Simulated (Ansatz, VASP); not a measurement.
# LiMgBN2 in two plane-wave programs, part 2 of 2

Aim: how closely do two programs agree when they are given the same cell, functional and k mesh? The cell is taken from a series of runs on this material, whose earlier steps may have relaxed, scaled, displaced or heated it; both programs get it as it stands.

VASP 6.6.1 and Ansatz 0.2.0.

So far: The starting structure; Ansatz: dielectric response, PBE.

## (3) VASP: dielectric response, PBE

Level of this step: PBE; plane waves and PAW (Li_sv, Mg, B, N) (VASP).

The same cell, functional and mesh now go to VASP, with its own data sets.

Lines of VASP's logs that name or quote its potential files are left out, and so is its time.

INCAR reads:

```
SYSTEM = LiMgBN2
PREC = Accurate
ENCUT = 650
EDIFF = 1E-08
NELM = 120
ISMEAR = 0
SIGMA = 0.01
LREAL = .FALSE.
ALGO = Normal
GGA = PE
NBANDS = 15
LORBIT = 11
LWAVE = .FALSE.
LCHARG = .FALSE.
ISIF = 2
LEPSILON = .TRUE.
LASPH = .TRUE.
GGA_COMPAT = .FALSE.
EFERMI = MIDGAP
KPAR = 2
```

POSCAR reads:

```
LiMgBN2
1.0
   -1.9096560000      1.9096560000      4.4435220000
    1.9096560000     -1.9096560000      4.4435220000
    1.9096560000      1.9096560000     -4.4435220000
Li Mg B N
1 1 1 2
Direct
    0.2500000000      0.7500000000      0.5000000000
    0.7500000000      0.2500000000      0.5000000000
    0.5000000000      0.5000000000      0.0000000000
    0.6512635000      0.6512635000      0.0000000000
    0.3487365000      0.3487365000      0.0000000000
```

KPOINTS reads:

```
Automatic mesh
0
Gamma
8 8 8
0 0 0
```

Potentials, in the order of the species: Li_sv, Mg, B and N (PBE family, release 64).

Started as:

```sh
$ mpirun -np 2 vasp_std
```

Numbers of over 12 decimals in the logs are rounded to 6 here.

What it wrote:

```text
[banner, memory and clock lines left out]
running    2 mpi-ranks, on    1 nodes
 distrk:  each k-point on    1 cores,    2 groups
 distr:  one band on    1 cores,    1 groups

 POSCAR found type information on POSCAR LiMgB N
 POSCAR found :  4 types and       5 ions
 LDA part: xc-table for (Slater+PW92), standard interpolation
 POSCAR, INCAR and KPOINTS ok, starting setup
 FFT: planning ... GRIDC
 FFT: planning ... GRID_SOFT
 FFT: planning ... GRID
 WAVECAR not read
 entering main loop
       N       E                     dE             d eps       ncg     rms          rms(c)
DAV:   1     0.101395723884E+03    0.10140E+03   -0.94528E+03  1770   0.132E+03
DAV:   2    -0.263151147058E+02   -0.12771E+03   -0.12041E+03  2353   0.276E+02
DAV:   3    -0.375104800597E+02   -0.11195E+02   -0.11149E+02  3115   0.829E+01
DAV:   4    -0.378719426462E+02   -0.36146E+00   -0.36113E+00  2501   0.112E+01
DAV:   5    -0.378825326209E+02   -0.10590E-01   -0.10589E-01  2714   0.177E+00    0.130E+01
DAV:   6    -0.318560499150E+02    0.60265E+01   -0.18554E+01  2211   0.296E+01    0.475E+00
DAV:   7    -0.316504295392E+02    0.20562E+00   -0.88220E-01  2456   0.667E+00    0.323E+00
DAV:   8    -0.315562849002E+02    0.94145E-01   -0.33364E-01  2108   0.443E+00    0.575E-01
DAV:   9    -0.315531613862E+02    0.31235E-02   -0.42637E-02  2403   0.161E+00    0.330E-01
DAV:  10    -0.315569076398E+02   -0.37463E-02   -0.66665E-03  1905   0.733E-01    0.167E-01
DAV:  11    -0.315582751217E+02   -0.13675E-02   -0.98207E-04  1955   0.209E-01    0.909E-02
DAV:  12    -0.315585416096E+02   -0.26649E-03   -0.57085E-04  1931   0.158E-01    0.219E-02
DAV:  13    -0.315585762838E+02   -0.34674E-04   -0.77423E-05  2206   0.660E-02    0.849E-03
DAV:  14    -0.315585761801E+02    0.10377E-06   -0.62298E-06  2239   0.190E-02    0.204E-03
DAV:  15    -0.315585765596E+02   -0.37953E-06   -0.10473E-06  2174   0.723E-03    0.145E-03
DAV:  16    -0.315585764919E+02    0.67696E-07   -0.10637E-07  2288   0.258E-03    0.268E-04
DAV:  17    -0.315585764856E+02    0.62533E-08   -0.87701E-09  1655   0.737E-04
   1 F= -.31558576E+02 E0= -.31558576E+02  d E =0.000000E+00
 Linear response reoptimize wavefunctions to high precision
DAV:   1    -0.315585764809E+02    0.46971E-08   -0.11020E-09  1893   0.301E-04
DAV:   2    -0.315585764809E+02   -0.12506E-10   -0.11468E-10  1417   0.965E-05
 Linear response G [H, r] |phi>, progress :
  Direction:   1
       N       E                     dE             d eps       ncg     rms
RMM:   1    -0.579623635736E+02   -0.57962E+02    0.60106E+02  2401   0.270E+02
RMM:   2    -0.632415855168E+02   -0.52792E+01   -0.26322E+01  3654   0.346E+01
RMM:   3    -0.639711114583E+02   -0.72953E+00   -0.59048E+00  4340   0.105E+01
RMM:   4    -0.641100284362E+02   -0.13892E+00   -0.12530E+00  4449   0.456E+00
RMM:   5    -0.641366734289E+02   -0.26645E-01   -0.23706E-01  4492   0.177E+00
RMM:   6    -0.641402769572E+02   -0.36035E-02   -0.51394E-02  4496   0.786E-01
RMM:   7    -0.641409770462E+02   -0.70009E-03   -0.10445E-02  4604   0.300E-01
RMM:   8    -0.641411828785E+02   -0.20583E-03   -0.84345E-03  4632   0.137E-01
RMM:   9    -0.641411729117E+02    0.99668E-05   -0.52946E-03  4644   0.617E-02
RMM:  10    -0.641411899334E+02   -0.17022E-04   -0.40847E-03  4677   0.307E-02
RMM:  11    -0.641411771473E+02    0.12786E-04   -0.18991E-03  4663   0.150E-02
RMM:  12    -0.641411789511E+02   -0.18038E-05   -0.13253E-03  4644   0.803E-03
RMM:  13    -0.641411724801E+02    0.64710E-05   -0.58099E-04  4562   0.432E-03
RMM:  14    -0.641411725179E+02   -0.37804E-07   -0.40784E-04  4305   0.260E-03
RMM:  15    -0.641411696197E+02    0.28981E-05   -0.19909E-04  3801   0.165E-03
RMM:  16    -0.641411695045E+02    0.11524E-06   -0.13527E-04  3464   0.119E-03
RMM:  17    -0.641411682916E+02    0.12129E-05   -0.57599E-05  3219   0.923E-04
RMM:  18    -0.641411682014E+02    0.90260E-07   -0.40477E-05  3088   0.792E-04
RMM:  19    -0.641411677164E+02    0.48494E-06   -0.21306E-05  2974   0.714E-04
RMM:  20    -0.641411676728E+02    0.43584E-07   -0.12518E-05  2866   0.672E-04
RMM:  21    -0.641411674846E+02    0.18822E-06   -0.63939E-06  2828   0.649E-04
RMM:  22    -0.641411674654E+02    0.19193E-07   -0.15082E-06  2740   0.635E-04
RMM:  23    -0.641411673911E+02    0.74326E-07   -0.92619E-07  2707   0.627E-04
 Linear response G [H, r] |phi>, progress :
  Direction:   2
       N       E                     dE             d eps       ncg     rms
RMM:   1    -0.557326804662E+02   -0.55733E+02    0.63210E+02  2444   0.267E+02
RMM:   2    -0.638038888244E+02   -0.80712E+01   -0.26519E+01  3604   0.345E+01
RMM:   3    -0.645842417841E+02   -0.78035E+00   -0.60410E+00  4263   0.104E+01
RMM:   4    -0.647214619275E+02   -0.13722E+00   -0.12072E+00  4353   0.442E+00
RMM:   5    -0.647461873565E+02   -0.24725E-01   -0.22865E-01  4395   0.173E+00
RMM:   6    -0.647491794514E+02   -0.29921E-02   -0.50581E-02  4413   0.772E-01
[...]
Direction:   1
       N       E                     dE             d eps       ncg     rms          rms(c)
RMM:   1    -0.337505735463E+00   -0.33751E+00   -0.99840E-01  3795   0.361E+00
RMM:   2    -0.355741331032E+00   -0.18236E-01   -0.32662E-02  3796   0.880E-01
RMM:   3    -0.356887923802E+00   -0.11466E-02   -0.66527E-03  4349   0.307E-01
[...]
N       E                     dE             d eps       ncg     rms          rms(c)
RMM:   1    -0.539617935104E+00   -0.53962E+00   -0.23085E+00  3765   0.415E+00
RMM:   2    -0.564304335187E+00   -0.24686E-01   -0.40567E-02  3571   0.896E-01
RMM:   3    -0.566016587482E+00   -0.17123E-02   -0.80231E-03  4026   0.295E-01
RMM:   4    -0.566233996351E+00   -0.21741E-03   -0.89627E-04  4206   0.103E-01
RMM:   5    -0.566267936163E+00   -0.33940E-04   -0.17530E-04  4394   0.388E-02
RMM:   6    -0.566271964840E+00   -0.40287E-05   -0.23617E-05  4353   0.156E-02
RMM:   7    -0.566272898494E+00   -0.93365E-06   -0.39286E-06  4416   0.567E-03
RMM:   8    -0.566273009386E+00   -0.11089E-06   -0.19495E-05  4444   0.237E-03
RMM:   9    -0.566273026943E+00   -0.17556E-07   -0.12251E-05  4193   0.898E-04
RMM:  10    -0.566273030028E+00   -0.30853E-08   -0.34803E-06  3711   0.380E-04
RMM:  11    -0.566273028725E+00    0.13028E-08   -0.19200E-06  3191   0.179E-04
RMM:  12    -0.566273028735E+00   -0.94867E-11   -0.64884E-07  2910   0.114E-04
RMM:  13    -0.566273027915E+00    0.81981E-09   -0.24808E-07  2667   0.888E-05
RMM:  14    -0.566273028034E+00   -0.11876E-09   -0.13819E-07  2526   0.826E-05
RMM:  15    -0.566273027969E+00    0.64389E-10   -0.24526E-08  2478   0.809E-05
 change of polarisation eV/A/(eV/A) component  3 :     0.026     0.051     1.133
 dielectric tensor                  component  3 :     0.073     0.141     4.162
 Linear response to external field, progress :
  Direction:   1
       N       E                     dE             d eps       ncg     rms          rms(c)
RMM:   1    -0.343127912871E+00   -0.34313E+00   -0.10179E+00  9688   0.361E+00
RMM:   2    -0.361313722467E+00   -0.18186E-01   -0.33949E-02  9701   0.881E-01    0.875E-01
RMM:   3    -0.338101114140E+00    0.23213E-01   -0.25289E-02  9421   0.921E-01    0.502E-01
RMM:   4    -0.357193805020E+00   -0.19093E-01   -0.29911E-02  9623   0.101E+00    0.134E-01
RMM:   5    -0.368858211506E+00   -0.11664E-01   -0.39505E-03 10884   0.325E-01    0.263E-02
RMM:   6    -0.370058160561E+00   -0.11999E-02   -0.90939E-04 11349   0.127E-01    0.936E-03
RMM:   7    -0.370976743607E+00   -0.91858E-03   -0.17068E-04 11443   0.530E-02    0.431E-03
RMM:   8    -0.371033434649E+00   -0.56691E-04   -0.91994E-05 11487   0.229E-02    0.211E-03
RMM:   9    -0.371052347531E+00   -0.18913E-04   -0.75701E-05 11947   0.924E-03    0.381E-04
RMM:  10    -0.371060149781E+00   -0.78022E-05   -0.58549E-05 12266   0.399E-03    0.198E-04
RMM:  11    -0.371061570731E+00   -0.14210E-05   -0.20836E-05 11947   0.162E-03    0.147E-04
RMM:  12    -0.371058706847E+00    0.28639E-05   -0.12157E-05 12046   0.689E-04    0.638E-05
RMM:  13    -0.371058221683E+00    0.48516E-06   -0.44757E-06 11548   0.304E-04    0.532E-05
RMM:  14    -0.371057953151E+00    0.26853E-06   -0.26731E-06  9985   0.161E-04    0.214E-05
RMM:  15    -0.371057942369E+00    0.10782E-07   -0.10538E-06  7592   0.102E-04    0.760E-06
 change of polarisation eV/A/(eV/A) component  1 :     0.648    -0.007     0.000
 dielectric tensor                  component  1 :     2.810    -0.019     0.000
 Linear response to external field, progress :
  Direction:   2
       N       E                     dE             d eps       ncg     rms          rms(c)
RMM:   1    -0.343127996576E+00   -0.34313E+00   -0.10179E+00  9688   0.361E+00
RMM:   2    -0.361313486153E+00   -0.18185E-01   -0.33917E-02  9705   0.881E-01    0.875E-01
RMM:   3    -0.338100530232E+00    0.23213E-01   -0.25269E-02  9423   0.921E-01    0.502E-01
RMM:   4    -0.357191715882E+00   -0.19091E-01   -0.29888E-02  9624   0.101E+00    0.134E-01
RMM:   5    -0.368858667885E+00   -0.11667E-01   -0.39574E-03 10896   0.325E-01    0.263E-02
RMM:   6    -0.370057165295E+00   -0.11985E-02   -0.90972E-04 11357   0.127E-01    0.936E-03
RMM:   7    -0.370975849897E+00   -0.91868E-03   -0.17174E-04 11441   0.530E-02    0.431E-03
RMM:   8    -0.371032365799E+00   -0.56516E-04   -0.74962E-05 11487   0.230E-02    0.211E-03
RMM:   9    -0.371051177294E+00   -0.18811E-04   -0.59646E-05 11956   0.926E-03    0.381E-04
RMM:  10    -0.371058999729E+00   -0.78224E-05   -0.43380E-05 12250   0.401E-03    0.199E-04
RMM:  11    -0.371060512221E+00   -0.15125E-05   -0.16662E-05 11958   0.162E-03    0.148E-04
RMM:  12    -0.371057813701E+00    0.26985E-05   -0.92139E-06 12110   0.695E-04    0.686E-05
RMM:  13    -0.371057190207E+00    0.62349E-06   -0.36686E-06 11399   0.306E-04    0.562E-05
RMM:  14    -0.371056870922E+00    0.31928E-06   -0.19957E-06 10055   0.165E-04    0.224E-05
RMM:  15    -0.371056839408E+00    0.31514E-07   -0.85119E-07  7703   0.103E-04    0.697E-06
 change of polarisation eV/A/(eV/A) component  2 :    -0.000     0.648    -0.000
 dielectric tensor                  component  2 :    -0.000     2.810    -0.000
 Linear response to external field, progress :
  Direction:   3
       N       E                     dE             d eps       ncg     rms          rms(c)
RMM:   1    -0.539617730651E+00   -0.53962E+00   -0.23085E+00  6098   0.415E+00
RMM:   2    -0.564304436255E+00   -0.24687E-01   -0.40566E-02  5792   0.896E-01    0.158E+00
RMM:   3    -0.502311211906E+00    0.61993E-01   -0.23676E-01  6058   0.273E+00    0.789E-01
RMM:   4    -0.507740278986E+00   -0.54291E-02   -0.19241E-02  6260   0.941E-01    0.421E-01
RMM:   5    -0.533760067495E+00   -0.26020E-01   -0.10223E-02  6208   0.698E-01    0.835E-02
RMM:   6    -0.537228982080E+00   -0.34689E-02   -0.27853E-03  6951   0.221E-01    0.420E-02
RMM:   7    -0.539235723422E+00   -0.20067E-02   -0.43375E-04  6726   0.111E-01    0.149E-02
RMM:   8    -0.539569058777E+00   -0.33334E-03   -0.14225E-04  7094   0.488E-02    0.746E-03
RMM:   9    -0.539762048955E+00   -0.19299E-03   -0.11660E-04  7085   0.240E-02    0.107E-03
RMM:  10    -0.539749148246E+00    0.12901E-04   -0.41313E-05  7525   0.101E-02    0.147E-03
RMM:  11    -0.539761277129E+00   -0.12129E-04   -0.22428E-05  7397   0.437E-03    0.153E-04
RMM:  12    -0.539761377971E+00   -0.10084E-06   -0.10072E-05  7678   0.173E-03    0.146E-04
RMM:  13    -0.539761534882E+00   -0.15691E-06   -0.30100E-06  7568   0.683E-04    0.442E-05
RMM:  14    -0.539761848387E+00   -0.31350E-06   -0.21066E-07  7377   0.276E-04    0.185E-05
RMM:  15    -0.539762072749E+00   -0.22436E-06   -0.71844E-07  6203   0.127E-04    0.669E-06
 change of polarisation eV/A/(eV/A) component  3 :     0.029     0.014     0.978
 dielectric tensor                  component  3 :     0.080     0.038     3.729
 Born effective charges drift removed
```

From OUTCAR (step 3):

```text
ion  position               nearest neighbor table
   1  0.250  0.750  0.500-   5 2.10   4 2.10   5 2.10   4 2.10   2 2.70   2 2.70   2 2.70   2 2.70

  LATTYP: Found a body centered tetragonal cell.
 ALAT       =     3.8193120000
 C/A-ratio  =     2.3268703892

 Subroutine GETGRP returns: Found  8 space group operations
 (whereof  8 operations were pure point group operations)

The static configuration has the point symmetry D_2d.

 Found     59 irreducible k-points:

   k-points           NKPTS =     59   k-points in BZ     NKDIM =     59   number of bands    NBANDS=     15

   dimension x,y,z NGX =    48 NGY =   48 NGZ =   48
   dimension x,y,z NGXF=    96 NGYF=   96 NGZF=   96

   ENCUT  =  650.0 eV  47.77 Ry    6.91 a.u.  10.81 10.81 10.81*2*pi/ulx,y,z

   NELECT =      18.0000    total number of electrons

 k-points in reciprocal lattice and weights: Automatic mesh
   0.00000000  0.00000000  0.00000000       0.002
   0.12500000  0.00000000  0.00000000       0.016
   0.25000000  0.00000000  0.00000000       0.016
   0.37500000  0.00000000  0.00000000       0.016
   0.50000000  0.00000000  0.00000000       0.008
   0.12500000  0.12500000  0.00000000       0.016
   0.25000000  0.12500000  0.00000000       0.031
   0.37500000  0.12500000  0.00000000       0.031
   0.50000000  0.12500000  0.00000000       0.031
[...]
-0.37500000 -0.37500000  0.37500000       0.004
   0.50000000  0.50000000  0.50000000       0.002

 average (electrostatic) potential at core
       1 -61.7422       2 -38.4713       3 -30.2715       4 -65.5100       5 -65.5100

  Total       -0.3340994     -0.3340994     -0.0907575      0.0000000      0.0000000      0.0000000
  in kB       -8.2582632     -8.2582632     -2.2433429      0.0000000      0.0000000      0.0000000
  external PRESSURE =      -6.2532898 kB  Pullay stress =       0.0000000 kB

  energy-cutoff  :      650.00
  volume of cell :       64.82
      direct lattice vectors                 reciprocal lattice vectors
    -1.909656000  1.909656000  4.443522000     0.000000000  0.261827261  0.112523354
     1.909656000 -1.909656000  4.443522000     0.261827261  0.000000000  0.112523354
     1.909656000  1.909656000 -4.443522000     0.261827261  0.261827261  0.000000000

 POSITION                                       TOTAL-FORCE (eV/Angst)
 -----------------------------------------------------------------------------------
      1.90966      0.00000      2.22176        -0.000000     -0.000000     -0.000000
      0.00000      1.90966      2.22176        -0.000000     -0.000000      0.000000
      0.00000      0.00000      4.44352        -0.000000     -0.000000      0.000000
      0.00000      0.00000      5.78781         0.000000      0.000000      0.062949
      0.00000      0.00000      3.09924         0.000000      0.000000     -0.062949
 -----------------------------------------------------------------------------------
    total drift:                                0.000000     -0.000000     -0.000000

 MACROSCOPIC STATIC DIELECTRIC TENSOR (including local field effects in DFT)
 ------------------------------------------------------
           2.810315     0.000000     0.000000
          -0.000000     2.810315     0.000000
           0.000000     0.000000     3.728953
 ------------------------------------------------------

 PIEZOELECTRIC TENSOR (including local field effects)  for field in x, y, z        (C/m^2)
          XX          YY          ZZ          XY          YZ          ZX
  --------------------------------------------------------------------------------
  x     0.00000     0.00000     0.00000     0.00000     0.00000     0.07891
  y     0.00000    -0.00000     0.00000     0.00000    -0.07891     0.00000
  z     0.13259    -0.13259     0.00000     0.00000     0.00000     0.00000

 BORN EFFECTIVE CHARGES (including local field effects) (in |e|, cummulative output)
 ---------------------------------------------------------------------------------
 ion    1
    1     0.95257    -0.00000    -0.00000
    2     0.00000     0.95257     0.00000
    3     0.00000     0.00000     0.88595
 ion    2
    1     1.91560    -0.00000     0.00000
    2     0.00000     1.91560     0.00000
    3     0.00000     0.00000     1.81816
 ion    3
    1    -0.05149    -0.00000    -0.00000
    2     0.00000    -0.05149     0.00000
    3     0.00000     0.00000     3.43459
 ion    4
    1    -1.48726    -0.00000     0.00000
    2    -0.00000    -1.32942     0.00000
    3     0.00000     0.00000    -3.06935
 ion    5
    1    -1.32942     0.00000    -0.00000
    2     0.00000    -1.48726     0.00000
    3     0.00000     0.00000    -3.06935
```

## (4) Comparison

Known differences besides the potentials themselves: fixed occupations in Ansatz, narrow Gaussian smearing in VASP; the data sets hold 26 valence electrons in Ansatz (on its PAW soft_1 files) and 18 in VASP; the cutoff is 420 eV in Ansatz and 650 eV in VASP. Total energies have different zeros and are not compared.

Compared:

```csv
quantity,Ansatz,VASP,difference
ε∞ xx,2.83,2.81,+0.56 %
ε∞ yy,2.83,2.81,+0.56 %
ε∞ zz,3.74,3.73,+0.36 %
Born charge of Li1 (mean of the diagonal) (e),0.93,0.93,0.00
Born charge of Mg2 (mean of the diagonal) (e),1.88,1.88,0.00
Born charge of B3 (mean of the diagonal) (e),1.12,1.11,+0.01
Born charge of N4 (mean of the diagonal) (e),-1.97,-1.96,0.00
```

## (5) What came out

```json
{
  "difference in ε∞ xx (dielectric response, PBE)": "0.56 %"
}
```

The difference in ε∞ xx is 0.56 % (dielectric response, PBE), within the 5 % picked in this series as the mark of a large difference. The data sets hold unlike numbers of valence electrons (26 in Ansatz and 18 in VASP), so part of the differences comes from the potentials. How closely two codes agree says nothing of how well the functional describes the real material.

[Lines on the potential files, build, host, timing and source positions are cut from VASP's logs without a mark.]

[Logs are printed without paths, hosts, clocks, repeated set-up lines and the standing remarks that a program may print on its own settings, such as how far it seeks lower states.]

[Hosts, paths, dates, database ids (printed as entryN), source tags and the programs' standing remarks are cut or masked in the printed files.]
